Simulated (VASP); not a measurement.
# NbTe2 under strain, part 2 of 2

Aim: follow the pressure of NbTe2 through compression, expansion and shear. All runs use LDA. Left out of this account: at least 1 further run (fields: a reference on another mesh). The start is a computed cell from the Materials Project.

VASP 6.6.1; LDA; plane waves and PAW (Nb_sv, Te).

Still holding for the runs below: This run has no spin polarisation. Its electron count is odd, so without a moment it is a metal by construction. The k-mesh is coarse for a metal. Spin-orbit coupling is off here; it can split and shift levels that hold much weight on Nb and Te by tenths of an eV or more.

So far, pressure (GPa): step 2 (bands, cell as listed) -5.15; step 3 (cell volume +4.0 %) -7.49; step 4 (cell volume +8.0 %) -9.34; step 5 (bands, sheared, principal strains -2.4, -0.0, +2.5 %) -5.22; step 6 (cell volume -4.0 %) -2.19.

**7. Bands, volume times 0.92**

The cell is scaled evenly once more. A prediction first. A least-squares parabola for the 4 pressures of evenly scaled cells so far, P = -5.14 -66.1 t +152 t² GPa with t = ln(V/V₁) and V₁ the volume at scale 1, gives 1.43 GPa at t = -0.0834.

The input, INCAR:

```
SYSTEM = NbTe2
PREC = Accurate
ENCUT = 400
EDIFF = 1E-06
NELM = 100
ISMEAR = -1
SIGMA = 0.05
LREAL = .FALSE.
ALGO = Normal
GGA = CA
NBANDS = 25
LASPH = .TRUE.
LORBIT = 11
LWAVE = .FALSE.
LCHARG = .FALSE.
KPAR = 4
```

The input, POSCAR:

```
NbTe2
1.0
    3.6184817919      0.0000000000      0.0000000000
   -1.8092408960      3.1336971549      0.0000000000
    0.0000000000      0.0000000000      6.9523240940
Nb Te
1 2
Direct
    0.0000000000      0.0000000000      0.0000000000
    0.6666666700      0.3333333300      0.7456322300
    0.3333333300      0.6666666700      0.2543677700
```

The input, KPOINTS:

```
Automatic mesh
0
Gamma
9 9 4
0 0 0
```

The input, KPOINTS_OPT:

```
Line mode
16
Line-mode
Reciprocal
  0.00000000   0.00000000   0.00000000 GAMMA
  0.50000000   0.00000000   0.00000000 M

  0.50000000   0.00000000   0.00000000 M
  0.33333333   0.33333333   0.00000000 K

  0.33333333   0.33333333   0.00000000 K
  0.00000000   0.00000000   0.00000000 GAMMA

  0.00000000   0.00000000   0.00000000 GAMMA
  0.00000000   0.00000000   0.50000000 A

  0.00000000   0.00000000   0.50000000 A
  0.50000000   0.00000000   0.50000000 L

  0.50000000   0.00000000   0.50000000 L
  0.33333333   0.33333333   0.50000000 H

  0.33333333   0.33333333   0.50000000 H
  0.00000000   0.00000000   0.50000000 A

  0.50000000   0.00000000   0.50000000 L
  0.50000000   0.00000000   0.00000000 M

  0.33333333   0.33333333   0.00000000 K
  0.33333333   0.33333333   0.50000000 H
```

Potentials, in the order of the species: Nb_sv and Te (LDA family, release 64).

Run with:

```console
$ mpirun -np 4 vasp_std
```

Elapsed: 26 s, on 4 MPI ranks of Intel Xeon Platinum 8488C (Sapphire Rapids), shared host; peak memory 0.83 GiB.

Numbers from this step:

```
free energy (TOTEN) : -20.14 eV
Fermi energy        : 7.944 eV
pressure            : 1.542 GPa
```

The electronic bands at the labelled points (eV, zero at the Fermi level; # counts the bands kept in this run):

```
          point     #3     #4     #5     #6     #7    #8    #9   #10
              Γ  -2.38  -0.62  -0.60  -0.06  -0.06  1.17  1.17  3.89
0.53 of the way  -3.33  -2.28  -1.22  -0.95  -0.66  1.01  1.49  3.56
              M  -3.41  -2.67  -2.61  -0.88  -0.83  1.50  1.93  3.01
0.47 of the way  -3.26  -3.03  -2.67  -2.40   0.35  1.55  1.78  2.89
              K  -4.51  -2.84  -2.82  -2.82   1.14  1.46  1.46  2.76
0.47 of the way  -3.67  -2.42  -2.41  -1.20  -0.11  1.23  1.55  2.54
              Γ  -2.38  -0.62  -0.60  -0.06  -0.06  1.17  1.17  3.89
0.47 of the way  -2.36  -1.96  -0.06  -0.06   0.24  1.09  1.09  4.04
              A  -2.35  -2.35  -0.06  -0.06   0.53  1.00  1.00  4.22
0.47 of the way  -2.89  -2.28  -1.89  -0.88  -0.28  1.63  1.67  2.53
              L  -3.50  -2.73  -1.45  -1.33  -0.57  1.50  2.06  3.49
0.47 of the way  -3.39  -3.08  -2.39  -1.81  -0.19  1.42  1.79  2.76
              H  -4.40  -3.40  -2.63  -2.63   0.76  0.76  1.15  3.81
0.53 of the way  -3.28  -2.31  -2.06  -1.47   0.24  0.87  2.03  2.52
              A  -2.35  -2.35  -0.06  -0.06   0.53  1.00  1.00  4.22
      jump to L  -3.50  -2.73  -1.45  -1.33  -0.57  1.50  2.06  3.49
0.47 of the way  -3.43  -2.68  -2.13  -0.95  -0.71  1.50  2.01  3.24
              M  -3.41  -2.67  -2.61  -0.88  -0.83  1.50  1.93  3.01
      jump to K  -4.51  -2.84  -2.82  -2.82   1.14  1.46  1.46  2.76
0.47 of the way  -4.53  -3.07  -2.74  -2.74   1.09  1.09  1.15  3.24
              H  -4.40  -3.40  -2.63  -2.63   0.76  0.76  1.15  3.81
```

Of the projections kept (Nb, Te), the largest for each band there, as a share of the weight inside these atoms' spheres; weight between the spheres isn't counted:

| point | #3 | #4 | #5 | #6 | #7 | #8 | #9 | #10 |
| --- | --- | --- | --- | --- | --- | --- | --- | --- |
| Γ | Nb 0.64 | Nb 0.87 | Te 0.97 | Nb 0.95 | Nb 0.95 | Te 0.98 | Te 0.98 | Te 0.60 |
| M | Te 0.51 | Te 0.91 | Nb 0.53 | Te 0.95 | Nb 0.71 | Nb 1.00 | Nb 0.92 | Nb 0.81 |
| K | Te 0.68 | Te 0.91 | Te 0.66 | Te 0.66 | Nb 0.94 | Nb 0.77 | Nb 0.77 | Nb 0.79 |
| Γ | Nb 0.64 | Nb 0.87 | Te 0.97 | Nb 0.95 | Nb 0.95 | Te 0.98 | Te 0.98 | Te 0.60 |
| A | Nb 0.64 | Nb 0.64 | Nb 0.94 | Nb 0.94 | Nb 0.75 | Te 0.99 | Te 0.99 | Te 0.60 |
| L | Te 0.57 | Nb 0.51 | Te 0.93 | Nb 0.82 | Te 0.94 | Nb 0.99 | Nb 0.94 | Nb 0.60 |

Force by atom:

| atom | x (eV/Å) | y (eV/Å) | z (eV/Å) | size |
| --- | --- | --- | --- | --- |
| Nb1 | 0.000 | 0.000 | 0.000 | 0.000 |
| Te2 | 0.000 | 0.000 | -0.732 | 0.732 |
| Te3 | 0.000 | 0.000 | 0.732 | 0.732 |

 The pressure is 1.54 GPa. The parabola predicted 1.43 GPa, -0.12 GPa off.

**8. Bands, atoms displaced by up to 0.23 Å**

In the first cell the atoms are moved off their sites at random; since the same shifts repeat in every cell, this is a frozen displacement of whole sublattices.

INCAR is that of step 7.

The input, POSCAR:

```
NbTe2
1.0
    3.7204640793      0.0000000000      0.0000000000
   -1.8602320397      3.2220164065      0.0000000000
    0.0000000000      0.0000000000      7.1482664684
Nb Te
1 2
Direct
    0.0052860000      0.0155330000      0.0308630000
    0.6524110000      0.3361680000      0.7391680000
    0.3352160000      0.6738290000      0.2375810000
```

KPOINTS is that of step 7.

KPOINTS_OPT is that of step 7.

Run with:

```console
$ mpirun -np 4 vasp_std
```

Elapsed: 46 s, on 4 MPI ranks; peak memory 1.7 GiB; 3 min of CPU time.

Numbers from this step:

```
irreducible k-points    : 163
symmetry operations     : 1
free energy (TOTEN)     : -19.37 eV
energy at zero smearing : -19.36 eV
Fermi energy            : 6.968 eV
pressure                : -0.4623 GPa
```

Electronic bands along the path, in eV, zero at the Fermi level; # counts the bands kept in this run:

```
          point     #3     #4     #5     #6     #7    #8    #9   #10
              Γ  -2.74  -1.53  -0.18  -0.14   0.62  1.00  1.01  3.76
0.53 of the way  -2.90  -2.65  -1.56  -0.82  -0.17  0.69  1.15  3.48
              M  -3.26  -2.82  -2.61  -0.79  -0.54  1.14  1.56  2.57
0.53 of the way  -3.30  -2.98  -2.53  -2.32   0.30  1.18  1.28  2.66
              K  -3.77  -2.83  -2.73  -2.64   0.73  0.96  1.05  2.60
0.47 of the way  -3.16  -2.89  -1.78  -1.39  -0.20  0.93  1.24  2.68
              Γ  -2.74  -1.53  -0.18  -0.14   0.62  1.00  1.01  3.76
0.53 of the way  -2.73  -2.25  -0.18  -0.14   0.71  0.95  0.96  3.90
              A  -2.73  -2.72  -0.19  -0.14   0.74  0.90  0.93  4.00
0.47 of the way  -2.65  -2.60  -1.95  -0.78  -0.16  1.19  1.27  2.77
              L  -3.27  -2.88  -2.02  -0.64  -0.56  1.15  1.57  3.04
0.53 of the way  -3.38  -3.07  -2.35  -1.86  -0.17  1.04  1.25  2.78
              H  -4.00  -3.14  -2.61  -2.34   0.41  0.65  0.71  3.37
0.47 of the way  -3.24  -2.71  -1.90  -1.62   0.14  0.50  1.45  2.65
              A  -2.73  -2.72  -0.19  -0.14   0.74  0.90  0.93  4.00
      jump to L  -3.27  -2.88  -2.02  -0.64  -0.56  1.15  1.57  3.04
0.47 of the way  -3.25  -2.86  -2.28  -0.69  -0.55  1.14  1.57  2.78
              M  -3.26  -2.82  -2.61  -0.79  -0.54  1.14  1.56  2.57
      jump to K  -3.77  -2.83  -2.73  -2.64   0.73  0.96  1.05  2.60
0.47 of the way  -3.89  -2.90  -2.65  -2.58   0.70  0.73  0.84  3.01
              H  -4.00  -3.14  -2.61  -2.34   0.41  0.65  0.71  3.37
```

Of the projections kept (Nb, Te), the largest for each band there, as a share of the weight inside these atoms' spheres; weight between the spheres isn't counted:

| point | #3 | #4 | #5 | #6 | #7 | #8 | #9 | #10 |
| --- | --- | --- | --- | --- | --- | --- | --- | --- |
| Γ | Nb 0.59 | Te 0.62 | Nb 0.93 | Nb 0.94 | Nb 0.54 | Te 0.96 | Te 0.97 | Te 0.56 |
| M | Te 0.57 | Te 0.51 | Te 0.83 | Te 0.91 | Nb 0.71 | Nb 0.99 | Nb 0.94 | Nb 0.76 |
| K | Te 0.71 | Te 0.71 | Te 0.89 | Te 0.64 | Nb 0.93 | Nb 0.76 | Nb 0.76 | Nb 0.79 |
| Γ | Nb 0.59 | Te 0.62 | Nb 0.93 | Nb 0.94 | Nb 0.54 | Te 0.96 | Te 0.97 | Te 0.56 |
| A | Nb 0.58 | Nb 0.58 | Nb 0.92 | Nb 0.94 | Nb 0.68 | Te 0.97 | Te 0.84 | Te 0.56 |
| L | Te 0.57 | Te 0.51 | Te 0.68 | Te 0.65 | Te 0.67 | Nb 0.99 | Nb 0.94 | Nb 0.56 |

Force by atom:

| atom | x (eV/Å) | y (eV/Å) | z (eV/Å) | size |
| --- | --- | --- | --- | --- |
| Nb1 | -0.02 | -0.27 | -4.31 | 4.32 |
| Te2 | 0.09 | 0.05 | 1.54 | 1.54 |
| Te3 | -0.07 | 0.22 | 2.77 | 2.78 |

 The pressure is -0.46 GPa, and the symmetry operations fall from 12 to 1.

**9. Side by side**

```
                                         cell   mesh  pressure (GPa)  gap (eV)
                               cell as listed  9×9×4           -5.15      none
                            volume times 1.04  9×9×4           -7.49      none
                            volume times 1.08  9×9×4           -9.34      none
sheared, principal strains -2.4, -0.0, +2.5 %  9×9×4           -5.22      none
                            volume times 0.96  9×9×4           -2.19      none
                            volume times 0.92  9×9×4            1.54      none
              atoms displaced by up to 0.23 Å  9×9×4           -0.46      none
```

**10. What came out**

```json
{
  "pressure, cell as listed": "-5.15 GPa",
  "pressure, volume times 1.04": "-7.49 GPa",
  "pressure, volume times 1.08": "-9.34 GPa",
  "pressure, sheared, principal strains -2.4, -0.0, +2.5 %": "-5.22 GPa",
  "pressure, volume times 0.96": "-2.19 GPa",
  "pressure, volume times 0.92": "1.54 GPa",
  "pressure, atoms displaced by up to 0.23 Å": "-0.462 GPa",
  "bulk modulus at the listed volume, shape and positions held": "66.6 GPa"
}
```

In words: The slope of pressure against ln V at the listed volume gives a bulk modulus of 66.6 GPa at fixed shape and positions, above that of a cell free to relax (not that of equilibrium, since the cell bears -5.2 GPa there). The atoms were not relaxed in the changed cells. Spin-orbit coupling is left out, and with elements this heavy it would split and shift bands near the Fermi level. The k-sampling is coarse for a metal, so the Fermi level, pressures and the shape of the cell carry errors. With an odd electron count and no spin the cell is a metal by construction.

[Lines on the potential files, build, host, timing and source positions are cut from VASP's logs without a mark.]

[Logs are printed without paths, hosts, clocks, repeated set-up lines and the standing remarks that a program may print on its own settings, such as how far it seeks lower states.]

[Hosts, paths, dates, database ids (printed as entryN), source tags and the programs' standing remarks are cut or masked in the printed files.]

[A measured line is paired with the nearest computed mode of its activity, which favours agreement.]

[In band tables of VASP the shares of atoms and orbitals are scaled to a sum of 1 inside the atoms' spheres.]
